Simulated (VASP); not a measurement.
Data:

```
BN
1.0
    1.27122    -2.20182     0.00000
    1.27122     2.20182     0.00000
    0.00000     0.00000     4.20502
B N
2 2
Direct
  0.66667   0.33333   0.50025
  0.33333   0.66667   0.00025
  0.66667   0.33333   0.87475
  0.33333   0.66667   0.37475
```

Calculation: SCAN meta-GGA, VASP's PBE PAW potentials (set 64) (plane waves; VASP). Settings: 520 eV cut-off, 11×11×6 Γ-centred mesh, tetrahedra with Blöchl corrections, potentials B N.

Give the energies of bands 3 to 11 at the high-symmetry points, in eV from the valence-band maximum.

```tsv
band	Γ	M	K	A	L	H
3	-11.35	-9.93	-9.56	-5.98	-10.45	-9.25
4	-2.22	-8.18	-7.57	-5.98	-10.45	-9.25
5	-2.22	-7.22	-7.57	-1.23	-3.94	-8.01
6	-0.27	-5.21	-5.66	-1.23	-3.94	-8.01
7	0.00	-4.55	-5.65	-1.23	-3.74	-3.17
8	0.00	-2.21	-5.65	-1.23	-3.74	-3.17
9	9.04	7.29	5.71	10.24	7.18	10.03
10	9.04	8.59	14.44	10.24	7.18	10.03
11	9.29	11.35	14.44	10.66	10.73	10.94
```

The gap is indirect, 5.71 eV, from the valence maximum at Γ to the conduction minimum at K.

The compound is BN in the wurtzite structure, a metastable high-pressure form. It was relaxed first.
